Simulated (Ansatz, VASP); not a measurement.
# One calculation of Sc6As, two programs

```xyz
7
Lattice="7.9078 0.0000 0.0000 -3.9539 6.8484 0.0000 0.0000 0.0000 2.9410" Properties=species:S:1:pos:R:3 pbc="T T T"
Sc    5.4674    1.4090    1.4705
Sc    3.9539    4.0304    1.4705
Sc    2.4405    1.4090    1.4705
Sc   -1.5134    5.4394    1.4705
Sc    0.0000    2.8180    1.4705
Sc    1.5134    5.4394    1.4705
As    0.0000    0.0000    0.0000
```

Alike in both runs: functional PBE; k mesh 3 × 3 × 4; occupations gaussian, width 0.2 eV; no spin polarisation.

Ansatz relaxed the structure, and its values are those at the end. VASP's run is a single point on that final structure, the one shown.

|  | VASP | Ansatz |
| --- | --- | --- |
| version | VASP 6.6.1 | Ansatz 0.2.0 |
| potentials or method | VASP PAW PBE potentials, release 64 (Sc_sv, As) | scalar-relativistic, plane waves, PAW |
| plane-wave cutoff (eV) | 520 | 420 |
| valence electrons in the cell | 71 | 81 |

|  | VASP | Ansatz | Ansatz less VASP |
| --- | --- | --- | --- |
| gap on the k mesh at the Fermi level (eV) | none | none | - |
| pressure (GPa) | 0.0 | -0.1 | -0.07 |
| rms of the force components (eV/Å) | 0.004 | 0.001 | -0.0025 |

A gap of «none» marks a metal or a gap that the smearing closes. The functional is the same, so the differences come from potentials, cutoffs and numerics. The two sets of potentials don't hold the same shells in valence.

Caveats: the k mesh is coarse (spacing up to 0.53 Å⁻¹), so the values aren't converged.
